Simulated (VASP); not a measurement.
Level of theory: RPBE GGA, VASP's PBE PAW potentials (set 64) (plane waves; VASP 6.6.1).

The input files of a VASP run:

INCAR:
```
SYSTEM  =  CdS
LWAVE  =  F
SIGMA  =  0.05
IBRION  =  2   # conjugate gradients
ISIF  =  3   # ions, shape and volume
NSW  =  60   # most ionic steps
LMAXMIX  =  4
GGA  =  RP
EDIFFG  =  -0.02   # ionic stop
NELM  =  100   # most electronic steps
LREAL  =  F   # projection in real space or not
ALGO  =  Normal   # blocked Davidson
EDIFF  =  1E-6   # SCF stop (eV)
ISMEAR  =  0   # Gaussian
LASPH  =  T   # aspherical one-centre terms
LCHARG  =  F
PREC  =  Accurate
ENCUT  =  520
```

KPOINTS:
```
Automatic mesh
0
Gamma
6 6 3
0 0 0
```

File POSCAR:
```
CdS
1
    2.1311837029    -3.6913182668     0.0000000000
    2.1311837029     3.6913182668     0.0000000000
    0.0000000000    -0.0000000000     6.9222357135
Cd S
2 2
Direct
  0.6666670000   0.3333330000   0.4999959401
  0.3333330000   0.6666670000   0.9999959401
  0.6666670000   0.3333330000   0.8770040599
  0.3333330000   0.6666670000   0.3770040599
```

POTCAR, in this order: Cd S (PBE.64 set). Program: vasp_std.

Q: What will the output report for the number of irreducible k-points (NKPTS), largest plane-wave count, number of space-group operations, FFT grid (NGX, NGY, NGZ)?

A: 
```yaml
number of irreducible k-points (NKPTS): 14
largest_plane_wave_count: 2964
number_of_space_group_operations: 12
FFT grid (NGX, NGY, NGZ): 32 × 32 × 54
```

The compound is CdS in the wurtzite structure. It was relaxed first, which changed the volume by +9 %. The start is the result of an earlier pass.
